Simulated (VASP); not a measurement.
Consider the following.

```yaml
crystal:
  lattice:
    - [2.19215, 1.26564, 7.42749]
    - [-2.19215, 1.26564, 7.42749]
    - [0.00000, -2.53128, 7.42749]
  atoms:
    - { symbol: Pb, position: [0.99999, 0.99999, 0.99999] }
    - { symbol: I, position: [0.75721, 0.75721, 0.75721] }
    - { symbol: I, position: [0.57610, 0.57610, 0.57610] }
```

All values below come from PBEsol GGA, VASP's PBE PAW potentials (set 64) (plane waves; VASP). Run with 400 eV cut-off, Gaussian smearing of 0.050 eV, potentials Pb_d I.

Without a dispersion term in the relaxation, distances and binding between the weakly bound layers, chains or molecules are unreliable, and so is what depends on them. Unless said otherwise, spin-orbit coupling is left out, though it shifts the bands of the heavy elements here.

Task: Give the energies of bands 8 to 17 at the high-symmetry points, in eV from the valence-band maximum.

Result: 
```json
[
 {"band": "8", "Γ": "-7.16", "T": "-6.97", "H2": "-7.44", "L": "-7.43", "S0": "-7.44", "F": "-7.42"},
 {"band": "9", "Γ": "-1.19", "T": "-1.99", "H2": "-2.91", "L": "-3.09", "S0": "-2.89", "F": "-3.03"},
 {"band": "10", "Γ": "-0.86", "T": "-0.85", "H2": "-2.58", "L": "-2.59", "S0": "-2.68", "F": "-2.61"},
 {"band": "11", "Γ": "-0.73", "T": "-0.85", "H2": "-2.44", "L": "-1.53", "S0": "-2.36", "F": "-1.72"},
 {"band": "12", "Γ": "-0.73", "T": "-0.28", "H2": "-1.61", "L": "-1.28", "S0": "-1.68", "F": "-1.21"},
 {"band": "13", "Γ": "-0.44", "T": "-0.28", "H2": "-0.80", "L": "-0.91", "S0": "-0.75", "F": "-0.60"},
 {"band": "14", "Γ": "-0.44", "T": "-0.02", "H2": "-0.34", "L": "-0.32", "S0": "-0.34", "F": "-0.48"},
 {"band": "15", "Γ": "3.33", "T": "2.76", "H2": "2.30", "L": "2.31", "S0": "2.33", "F": "2.63"},
 {"band": "16", "Γ": "3.49", "T": "3.43", "H2": "4.26", "L": "3.66", "S0": "4.14", "F": "3.50"},
 {"band": "17", "Γ": "3.49", "T": "3.43", "H2": "4.45", "L": "3.94", "S0": "4.51", "F": "3.58"}
]
```

The gap is indirect, 2.30 eV, from the valence maximum at T-H2 at 0.18 to the conduction minimum at H2.

The structure was generated: PbI2 was put into the 3R-MoS2 type (R3m), which need not be its known phase. It was relaxed first, which changed the volume by +8 %.
